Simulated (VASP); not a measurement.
OSZICAR of a VASP run on Ta (bcc):

OSZICAR:
```
       N       E                     dE             d eps       ncg     rms          rms(c)
DAV:   1     0.460559921976E+02    0.46056E+02   -0.65611E+03  1880   0.117E+03
DAV:   2    -0.126380662694E+02   -0.58694E+02   -0.57981E+02  2475   0.248E+02
DAV:   3    -0.133049109064E+02   -0.66684E+00   -0.63763E+00  2141   0.261E+01
DAV:   4    -0.133111803941E+02   -0.62695E-02   -0.62642E-02  2183   0.180E+00
DAV:   5    -0.133112376704E+02   -0.57276E-04   -0.57275E-04  2099   0.135E-01    0.135E+01
DAV:   6    -0.129348493899E+02    0.37639E+00   -0.41569E-01  1945   0.749E+00    0.641E+00
DAV:   7    -0.128181889766E+02    0.11666E+00   -0.31935E-01  1967   0.620E+00    0.329E-01
DAV:   8    -0.128158796748E+02    0.23093E-02   -0.31771E-03  2039   0.785E-01    0.550E-02
DAV:   9    -0.128158696829E+02    0.99919E-05   -0.48620E-05  2034   0.775E-02    0.285E-02
DAV:  10    -0.128158695232E+02    0.15971E-06   -0.37744E-06  2214   0.253E-02
   1 F= -.12815870E+02 E0= -.12815963E+02  d E =-.128159E+02
       N       E                     dE             d eps       ncg     rms          rms(c)
DAV:   1    -0.137157922507E+02   -0.89992E+00   -0.31471E+01  1903   0.799E+01    0.962E+00
DAV:   2    -0.129256133083E+02    0.79018E+00   -0.10152E+00  1894   0.140E+01    0.325E+00
DAV:   3    -0.127306545965E+02    0.19496E+00   -0.58866E-01  1928   0.102E+01    0.138E+00
DAV:   4    -0.127331554334E+02   -0.25008E-02   -0.82577E-03  2263   0.984E-01    0.163E-01
DAV:   5    -0.127330400047E+02    0.11543E-03   -0.80731E-04  1944   0.359E-01    0.793E-02
DAV:   6    -0.127330469600E+02   -0.69554E-05   -0.10299E-05  2184   0.390E-02    0.550E-03
DAV:   7    -0.127330469487E+02    0.11286E-07   -0.76641E-08  1095   0.333E-03
   2 F= -.12733047E+02 E0= -.12733017E+02  d E =0.828226E-01
       N       E                     dE             d eps       ncg     rms          rms(c)
DAV:   1    -0.133330069091E+02   -0.59996E+00   -0.17534E+01  1903   0.637E+01    0.657E+00
DAV:   2    -0.129208368717E+02    0.41217E+00   -0.59183E-01  1911   0.961E+00    0.224E+00
DAV:   3    -0.128303283321E+02    0.90509E-01   -0.29034E-01  1940   0.665E+00    0.760E-01
DAV:   4    -0.128315540367E+02   -0.12257E-02   -0.36160E-03  2234   0.655E-01    0.103E-01
DAV:   5    -0.128316078664E+02   -0.53830E-04   -0.17224E-04  2045   0.149E-01    0.526E-02
DAV:   6    -0.128316125593E+02   -0.46929E-05   -0.40359E-06  2124   0.200E-02    0.387E-03
DAV:   7    -0.128316126069E+02   -0.47625E-07   -0.85098E-08  1021   0.271E-03
   3 F= -.12831613E+02 E0= -.12831660E+02  d E =-.157431E-01
       N       E                     dE             d eps       ncg     rms          rms(c)
DAV:   1    -0.128316929758E+02   -0.80416E-04   -0.21992E-03  1901   0.689E-01    0.740E-02
DAV:   2    -0.128316391708E+02    0.53805E-04   -0.73316E-05  1909   0.111E-01    0.249E-02
DAV:   3    -0.128316269349E+02    0.12236E-04   -0.38954E-05  1938   0.782E-02    0.974E-03
DAV:   4    -0.128316270910E+02   -0.15613E-06   -0.43942E-07  1016   0.758E-03
   4 F= -.12831627E+02 E0= -.12831673E+02  d E =-.157576E-01
```

Question: Which electronic solver shows in the log?

Answer: It is blocked Davidson (ALGO = Normal, or the opening steps of other solvers). The INCAR had ALGO = Normal.

Question: Can the final energy be trusted as converged?

Answer: The run converged. It stopped with EDIFF = 1E-6, NELM = 100, NSW = 60 and EDIFFG = -0.01 after 4 ionic steps (LDA (Ceperley-Alder, Perdew-Zunger), plane waves, VASP's LDA PAW potentials (set 64)). Energy and stress use the plane-wave basis of the starting cell.

The compound is Ta in the bcc structure. This run relaxes it. Symmetry was kept, so distortions that lower it aren't found.
